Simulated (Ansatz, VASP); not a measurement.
# Cross-check of Li2TiAl12Si12O45 between VASP and Ansatz, part 2 of 2

One calculation is typed for both programs; each brings its own data sets. How far apart do they land? The structure shown is frame 159 of Ansatz's trajectory.

VASP 6.6.1 and Ansatz 0.2.0.

So far: The structure; Ansatz: dynamics, LDA.

## 3. VASP: single point, LDA

Level of this step: LDA, no spin polarisation; plane waves and PAW (Si, Al, Li_sv, Ti_sv, O) (VASP).

The same cell, functional (in two slightly different forms), mesh and smearing now go to VASP, with its own data sets.

Lines of VASP's logs that name or quote its potential files are left out, and so is its time.

INCAR reads:

```
SYSTEM = Li2TiAl12Si12O45
PREC = Accurate
ENCUT = 650
EDIFF = 1E-06
NELM = 120
ISMEAR = 0
SIGMA = 0.025
LREAL = Auto
ALGO = Normal
GGA = CA
NBANDS = 240
LASPH = .TRUE.
LORBIT = 11
LWAVE = .FALSE.
LCHARG = .FALSE.
ISIF = 2
GGA_COMPAT = .FALSE.
EFERMI = MIDGAP
NCORE = 2
```

POSCAR reads:

```
Li2TiAl12Si12O45
1.0
    9.5735400000      0.0000000000      0.0000000000
    0.0000000000      9.5735400000      0.0000000000
    0.0000000000      0.0000000000      9.5735400000
Si Al Li Ti O
12 12 2 1 45
Direct
    0.5633861665      0.8653643271      0.4372781646
    0.4441826117      0.9109900831      0.8251910996
    0.7124741736      0.9853617366      0.1675973569
    0.5530765004      0.6316576731      0.9206207944
    0.9120450742      0.5915157820      0.5365308966
    0.5856976625      0.5813523524      0.6036325121
    0.3789716239      0.4328388454      0.1190259820
    0.2293091166      0.2069349478      0.6864963222
    0.1599512824      0.6250039170      0.0197941409
    0.9284339962      0.2286823892      0.1651531200
    0.4106735857      0.1005793050      0.0787587455
    0.7928310740      0.3469667438      0.6730634645
    0.0532049796      0.7708433871      0.7871487454
    0.9086294098      0.7817693351      0.0192509772
    0.2540230677      0.8190282800      0.5527213549
    0.0164578620      0.0294666341      0.5997676930
    0.7784790161      0.9287578054      0.8277606820
    0.3610158834      0.4860271122      0.4294022901
    0.0669135973      0.3166435822      0.4619816703
    0.8443271768      0.4842409391      0.9847705238
    0.5524497730      0.1143464173      0.6359403105
    0.0306678616      0.0509947209      0.9024456993
    0.9388794532      0.8400863213      0.3692991307
    0.1864200703      0.5405419521      0.6893792683
    0.2339155631      0.2295598076      0.2659622250
    0.8095646960      0.1553030540      0.4254747982
    0.2756347182      0.8549188701      0.2567911138
    0.5511545364      0.5944927373      0.7642627492
    0.5811329978      0.0228128780      0.4927748774
    0.8078307502      0.1131660807      0.2343124905
    0.9081593642      0.2864457661      0.5640651212
    0.0702456980      0.8764887388      0.9467762186
    0.2851191931      0.6299864000      0.5632294846
    0.8548353065      0.7257712403      0.4727404910
    0.2444445837      0.3434048429      0.4122508497
    0.5977099380      0.7377939613      0.5364995602
    0.0293893377      0.1464453065      0.0530942577
    0.8425410036      0.3623006746      0.1229116920
    0.0043139737      0.4893174312      0.4401506653
    0.7530025466      0.5134359913      0.5970727651
    0.0925571941      0.8691455825      0.6413510572
    0.3782195510      0.2582639233      0.1173651544
    0.3974391918      0.8424992218      0.4137654410
    0.6012822843      0.9582453304      0.7543082287
    0.9045452361      0.9981407087      0.4543460413
    0.6600797615      0.2508998761      0.6524859143
    0.5121198637      0.4685205264      0.5126212456
    0.8379554480      0.3779270782      0.8278442457
    0.7161300835      0.6093357316      0.9779600858
    0.1459230337      0.1516993714      0.5439262801
    0.5677523675      0.0580140679      0.1266511656
    0.4229992249      0.4944461505      0.2615229058
    0.2040415562      0.3676069667      0.7212692484
    0.4864240396      0.7800562801      0.9335627156
    0.2327038901      0.7270455861      0.1293460935
    0.0142476033      0.6033818211      0.6734917282
    0.3657163390      0.8787031756      0.6872483951
    0.8719449650      0.7709478417      0.8186209072
    0.2982804689      0.0222488233      0.1794842869
    0.0271477426      0.2333306175      0.3057803070
    0.2188741051      0.4733463275      0.0849737923
    0.1848950336      0.6483390679      0.8520150331
    0.9906262469      0.6108085410      0.0228442144
    0.9305753149      0.8214934079      0.1925828899
    0.4578348239      0.5153475099      0.9909605015
    0.1424760329      0.8476592776      0.3802041878
    0.1540078174      0.1030653238      0.7907733190
    0.3886858988      0.1735930492      0.6655009537
    0.9051510726      0.0478610838      0.7627168216
    0.6657203083      0.8716838286      0.2944260953
    0.7712507599      0.9238693315      0.0117615845
    0.3798281513      0.0313050345      0.9269611868
```

KPOINTS reads:

```
Automatic mesh
0
Gamma
1 1 1
0 0 0
```

The projector-augmented-wave data sets are Si, Al, Li_sv, Ti_sv and O (LDA family, release 64).

Run with:

```console
> mpirun -np 8 vasp_gam
```

Numbers of over 12 decimals in the logs are rounded to 6 here.

Log:

```text
[banner, memory and clock lines left out]
running    8 mpi-ranks, on    1 nodes
[...]
LDA part: xc-table for (Slater(with rela. corr.)+CA(PZ))
 , standard interpolation
 POSCAR, INCAR and KPOINTS ok, starting setup
[...]
entering main loop
       N       E                     dE             d eps       ncg     rms          rms(c)
DAV:   1     0.405565980709E+04    0.40557E+04   -0.24464E+05   480   0.186E+03
DAV:   2    -0.258606405104E+03   -0.43143E+04   -0.41328E+04   592   0.425E+02
DAV:   3    -0.660684753417E+03   -0.40208E+03   -0.39841E+03   560   0.142E+02
DAV:   4    -0.677802860837E+03   -0.17118E+02   -0.17049E+02   696   0.263E+01
[...]
DAV:  18    -0.590340538558E+03    0.34366E-05   -0.38133E-05   712   0.215E-02    0.881E-03
DAV:  19    -0.590340539184E+03   -0.62541E-06   -0.21453E-05   560   0.114E-02    0.726E-03
DAV:  20    -0.590340538763E+03    0.42060E-06   -0.20565E-06   344   0.442E-03
   1 F= -.59034054E+03 E0= -.59034054E+03  d E =0.000000E+00
```

OUTCAR, selected parts (step 3):

```text
  Total        3.9014955      0.9291362      5.8507452      3.2917806     -6.4214401      2.1417251
  in kB        7.1240018      1.6965720     10.6832674      6.0106827    -11.7253373      3.9107193
  external PRESSURE =       6.5012804 kB  Pullay stress =       0.0000000 kB

 POSITION                                       TOTAL-FORCE (eV/Angst)
 -----------------------------------------------------------------------------------
      5.39360      8.28460      4.18630         2.350643      2.005736     -0.913827
      4.25240      8.72140      7.90000         1.609587     -0.178865      0.979967
      6.82090      9.43340      1.60450         0.983963     -0.170962      1.463226
      5.29490      6.04720      8.81360         2.544113     -2.049905      2.581885
      8.73150      5.66290      5.13650         0.815156     -3.227445      0.169854
      5.60720      5.56560      5.77890         1.765143      0.804003     -0.940008
      3.62810      4.14380      1.13950        -0.414407      0.514534     -1.899493
      2.19530      1.98110      6.57220         0.723092     -0.873036     -0.626709
      1.53130      5.98350      0.18950         0.908297     -2.927264      1.120287
      8.88840      2.18930      1.58110         1.626902     -2.545586      2.031417
      3.93160      0.96290      0.75400         0.899124     -1.905051     -0.075784
      7.59020      3.32170      6.44360         0.561783     -0.720614     -1.186979
      0.50936      7.37970      7.53580        -1.009841     -0.281379     -0.218565
      8.69880      7.48430      0.18430        -0.167977      0.755849      0.667210
[...]
-----------------------------------------------------------------------------------
    total drift:                                0.015492      0.002272      0.025851

  FREE ENERGIE OF THE ION-ELECTRON SYSTEM (eV)
  ---------------------------------------------------
  free  energy   TOTEN  =      -590.3405387630 eV

  energy  without entropy=     -590.3405387630  energy(sigma->0) =     -590.34053876

[... 3 further parts left out ...]
[key lines of the parts left out:]
E-fermi :   3.6399
```

The run ends at a pressure of 0.65 GPa, with forces up to 4.2 eV/Å.

## 4. Side by side

Known differences besides the potentials themselves: the two LDA forms differ slightly; the cutoff is 420 eV in Ansatz and 650 eV in VASP (PREC = Accurate, projectors in real space); VASP's log shows a relativistic correction to its local exchange, Ansatz's none. Total energies have different zeros and are not compared.

Forces on 10 of the 72 atoms, those with the largest forces and the largest differences (eV/Å; atoms numbered as in POSCAR):

```
atom          Ansatz x, y, z            VASP x, y, z
 Si1    2.301, 2.031, -0.887    2.351, 2.006, -0.914
 Si4    2.531, -2.029, 2.559    2.544, -2.050, 2.582
 Si5    0.899, -3.225, 0.124    0.815, -3.227, 0.170
 Si9    0.898, -2.911, 1.109    0.908, -2.927, 1.120
Si10    1.633, -2.518, 1.989    1.627, -2.546, 2.031
Al17   -1.204, 0.338, -1.881   -1.297, 0.363, -1.916
Ti27  -0.538, -0.017, -0.414  -0.398, -0.044, -0.464
 O28  -0.146, -0.718, -2.959  -0.141, -0.716, -2.972
 O54   -0.863, 2.695, -0.177   -0.882, 2.750, -0.166
 O66   -0.504, -0.309, 1.056   -0.685, -0.324, 1.200
```

The forces differ by 38 meV/Å r.m.s., which is 3.6 % of the r.m.s. force of 1.052 eV/Å (both taken over all components).

## 5. What came out

```json
{
 "r.m.s. force difference (single point, LDA)": "3.6 % of the r.m.s. force"
}
```

**Reading.** The r.m.s. force difference is 3.6 % of the r.m.s. force (single point, LDA), beyond the 3 % picked in this series as the mark of a large difference. What causes the difference of the single point, LDA pair stays open here. 2 further runs of this series are not shown here. How closely two codes agree says nothing of how well the functional describes the real material.

[Lines on the potential files, build, host, timing and source positions are cut from VASP's logs without a mark.]

[Logs are printed without paths, hosts, clocks, repeated set-up lines and the standing remarks that a program may print on its own settings, such as how far it seeks lower states.]

[Hosts, paths, dates, database ids (printed as entryN), source tags and the programs' standing remarks are cut or masked in the printed files.]
